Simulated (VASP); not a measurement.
Data:

```
P
1.0
    1.64991    -5.49647     0.00000
    1.64991     5.49647     0.00000
    0.00000     0.00000     4.53667
P
4
Direct
  0.09519   0.90481   0.91109
  0.40481   0.59519   0.41109
  0.59519   0.40481   0.58891
  0.90481   0.09519   0.08891
```

All values below come from r2SCAN meta-GGA, VASP's PBE PAW potentials (set 64) (plane waves; VASP 6.6.1). Settings: 520 eV cut-off, 8×8×6 Γ-centred mesh, tetrahedra with Blöchl corrections, potentials P.

Q: Estimate the energy per atom (σ→0), band gap (over mesh and band path) with the smallest direct gap where there is one.

A: 
```
Item                                                   Result
---------------------------------------------  --------------
band gap (over mesh and band path)                    0.28 eV
smallest direct gap (over mesh and band path)         0.28 eV
energy per atom (σ→0)                          -8.980 eV/atom
```

The compound is P in the black structure. It was relaxed first, which changed the volume by +8 %.
